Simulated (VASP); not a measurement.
The input files of a VASP run:

**KPOINTS**
```
Automatic mesh
0
Gamma
8 8 8
0 0 0
```

**POSCAR**
```
YN
1
    0.0000000000     2.4524426897     2.4524426897
    2.4524426897     0.0000000000     2.4524426897
    2.4524426897     2.4524426897     0.0000000000
Y N
1 1
Direct
  0.0000000000   0.0000000000   0.0000000000
  0.5000000000   0.5000000000   0.5000000000
```

**INCAR**
```
SYSTEM = YN
PREC = Accurate
ENCUT = 520
EDIFF = 1E-6
NELM = 100
ALGO = Normal
LREAL = .FALSE.
LASPH = .TRUE.
ISMEAR = 0
SIGMA = 0.05
GGA = PE
LMAXMIX = 4
LWAVE = .TRUE.
LCHARG = .FALSE.
```

POTCAR, in this order: Y_sv N (PBE.64 set). Program: vasp_std.

Question: Write an equivalent input for Ansatz.

Answer: One equivalent input (not run):
Ansatz 0.2 input:
```yaml
crystal:
  lattice:
    - [0.0000000, 2.4524427, 2.4524427]
    - [2.4524427, 0.0000000, 2.4524427]
    - [2.4524427, 2.4524427, 0.0000000]
  atoms:
    - { symbol: Y, position: [0.0000000, 0.0000000, 0.0000000] }
    - { symbol: N, position: [0.5000000, 0.5000000, 0.5000000] }
kpoints:
  mp_grid: { grid: [8, 8, 8] }
hamiltonian:
  xc: pbe
  pseudopotentials: { kind: paw }
scf:
  occupations: { method: gaussian, width: 0.05 }
  max_iter: 100
output: { forces: true, stress: true, eigenvalues: true }
```
What does not carry over: each code has its own PAW files, so the cut-off isn't converted (ENCUT is set for VASP's; basis.ecutwfc is left out, and Ansatz then takes the one that its files recommend); Ansatz stops its SCF on the density residual and VASP on the energy change (EDIFF).

The compound is YN in the rock salt structure. It was relaxed first.
